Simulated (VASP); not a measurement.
Computed with PBE GGA, VASP's PBE PAW potentials (set 64) (plane waves; VASP 6.6.1).

Input for VASP

INCAR:
```
! general
SYSTEM =ZnS
PREC   =Accurate
ENCUT  =480   ! plane-wave cut-off (eV)
LREAL  =.FALSE.
LASPH  =.TRUE.

! electronic loop
EDIFF  =1E-7   ! SCF stop (eV)
NELM   =100   ! most electronic steps
ALGO   =Normal
LMAXMIX=4   ! l cut-off of mixed one-centre charges

! smearing
ISMEAR =0   ! Gaussian
SIGMA  =0.05   ! width (eV)

! functional
GGA    =PE   ! PBE

! ions
IBRION =2
NSW    =40   ! most ionic steps
ISIF   =3   ! ions, shape and volume
EDIFFG =-0.01   ! ionic stop
PSTRESS=20

! output
LWAVE  =.FALSE.
LCHARG =.FALSE.
```

### KPOINTS
```
Automatic mesh
0
Gamma
8 8 8
0 0 0
```

**POSCAR**
```
ZnS
1
    0.0000000000     2.7205248769     2.7205248769
    2.7205248769    -0.0000000000     2.7205248769
    2.7205248769     2.7205248769     0.0000000000
Zn S
1 1
Direct
  0.0000000000   0.0000000000   0.0000000000
  0.2500000000   0.2500000000   0.2500000000
```

POTCAR, in this order: Zn S (PBE.64 set). Program: vasp_std.

What VASP printed:

### OSZICAR
```
       N       E                     dE             d eps       ncg     rms          rms(c)
DAV:   1     0.886624238124E+02    0.88662E+02   -0.88659E+03   754   0.156E+03
DAV:   2    -0.120482105206E+01   -0.89867E+02   -0.85344E+02   834   0.282E+02
DAV:   3    -0.720341346000E+01   -0.59986E+01   -0.59742E+01   919   0.727E+01
DAV:   4    -0.727776944399E+01   -0.74356E-01   -0.74335E-01   854   0.864E+00
DAV:   5    -0.727899131456E+01   -0.12219E-02   -0.12219E-02   924   0.110E+00    0.682E+00
DAV:   6    -0.686738599906E+01    0.41161E+00   -0.95748E-01  1130   0.364E+01    0.527E+00
DAV:   7    -0.685189694077E+01    0.15489E-01   -0.33048E-01   784   0.561E+00    0.268E+00
DAV:   8    -0.685142325665E+01    0.47368E-03   -0.55068E-03   884   0.703E-01    0.771E-01
DAV:   9    -0.685172369851E+01   -0.30044E-03   -0.10936E-03   837   0.313E-01    0.122E-01
DAV:  10    -0.685186735925E+01   -0.14366E-03   -0.14320E-04   864   0.127E-01    0.564E-02
DAV:  11    -0.685188920941E+01   -0.21850E-04   -0.33483E-05   827   0.759E-02    0.743E-03
DAV:  12    -0.685189041459E+01   -0.12052E-05   -0.27774E-06   885   0.192E-02    0.521E-03
DAV:  13    -0.685189029516E+01    0.11943E-06   -0.30476E-07   855   0.127E-02    0.546E-04
DAV:  14    -0.685189027588E+01    0.19274E-07   -0.82988E-08   580   0.261E-03
   1 F= -.63491919E+01 E0= -.63491919E+01  d E =-.634919E+01
       N       E                     dE             d eps       ncg     rms          rms(c)
DAV:   1    -0.704727518778E+01   -0.19538E+00   -0.25882E+00   904   0.366E+01    0.335E+00
DAV:   2    -0.686659851057E+01    0.18068E+00   -0.71399E-01   899   0.300E+01    0.125E+00
DAV:   3    -0.684627774526E+01    0.20321E-01   -0.29069E-02   931   0.287E+00    0.564E-01
DAV:   4    -0.684133364268E+01    0.49441E-02   -0.51184E-03   907   0.110E+00    0.323E-01
DAV:   5    -0.684055908178E+01    0.77456E-03   -0.82375E-04  1181   0.596E-01    0.956E-02
DAV:   6    -0.684048395222E+01    0.75130E-04   -0.24852E-04   814   0.194E-01    0.258E-02
DAV:   7    -0.684048510543E+01   -0.11532E-05   -0.16471E-05   859   0.378E-02    0.134E-02
DAV:   8    -0.684048481324E+01    0.29219E-06   -0.12717E-06  1040   0.156E-02    0.905E-04
DAV:   9    -0.684048506370E+01   -0.25045E-06   -0.50786E-07   779   0.150E-02    0.153E-03
DAV:  10    -0.684048501361E+01    0.50091E-07   -0.86388E-08   392   0.798E-03
   2 F= -.63539093E+01 E0= -.63539093E+01  d E =-.471748E-02
       N       E                     dE             d eps       ncg     rms          rms(c)
DAV:   1    -0.685933519113E+01   -0.18850E-01   -0.18142E-01   889   0.102E+01    0.856E-01
DAV:   2    -0.684725203455E+01    0.12083E-01   -0.41703E-02   894   0.620E+00    0.332E-01
DAV:   3    -0.684580841889E+01    0.14436E-02   -0.16596E-03   779   0.363E-01    0.151E-01
DAV:   4    -0.684547013906E+01    0.33828E-03   -0.16603E-04   882   0.199E-01    0.725E-02
DAV:   5    -0.684541255320E+01    0.57586E-04   -0.52568E-05  1139   0.156E-01    0.148E-02
DAV:   6    -0.684541245566E+01    0.97546E-07   -0.18859E-05   784   0.597E-02    0.762E-03
DAV:   7    -0.684541307500E+01   -0.61934E-06   -0.11613E-06   934   0.254E-02    0.316E-03
DAV:   8    -0.684541301891E+01    0.56090E-07   -0.32172E-07   739   0.115E-02
   3 F= -.63546332E+01 E0= -.63546332E+01  d E =-.544131E-02
```

**OUTCAR**
```
------------------------ aborting loop because EDIFF is reached ----------------------------------------
  FORCE on cell =-STRESS in cart. coord.  units (eV):
  Direction    XX          YY          ZZ          XY          YZ          ZX
  --------------------------------------------------------------------------------------
  Total        0.4935625      0.4935625      0.4935625      0.0000000      0.0000000     -0.0000000
  in kB       20.1133957     20.1133957     20.1133957      0.0000000      0.0000000     -0.0000000
  external PRESSURE =       0.1133957 kB  Pullay stress =      20.0000000 kB
  volume of cell :       39.32
      direct lattice vectors                 reciprocal lattice vectors
    -0.000000000  2.698852214  2.698852214    -0.185263942  0.185263942  0.185263942
     2.698852214 -0.000000000  2.698852214     0.185263942 -0.185263942  0.185263942
     2.698852214  2.698852214  0.000000000     0.185263942  0.185263942 -0.185263942
  FREE ENERGIE OF THE ION-ELECTRON SYSTEM (eV)
  ---------------------------------------------------
  free  energy   TOTEN  =        -6.8454130189 eV

  energy  without entropy=       -6.8454130189  energy(sigma->0) =       -6.84541302
  enthalpy is  TOTEN    =        -6.3546331728 eV   P V=        0.4907798461

 reached required accuracy - stopping structural energy minimisation
```
(Selected blocks of OUTCAR.)

CONTCAR:
```
ZnS
   1.00000000000000
    -0.0000000000000000    2.6988522139126787    2.6988522139126787
     2.6988522139126787   -0.0000000000000000    2.6988522139126787
     2.6988522139126787    2.6988522139126787    0.0000000000000000
  Zn              S
     1     1
Direct
     0.0000000000000000    0.0000000000000000    0.0000000000000000
     0.2500000000000000    0.2500000000000000    0.2500000000000000
```

Energy and stress use the plane-wave basis of the starting cell.

The compound is ZnS in the zinc blende structure. This run relaxes it under an external pressure of 2 GPa. Symmetry was kept, so distortions that lower it aren't found.
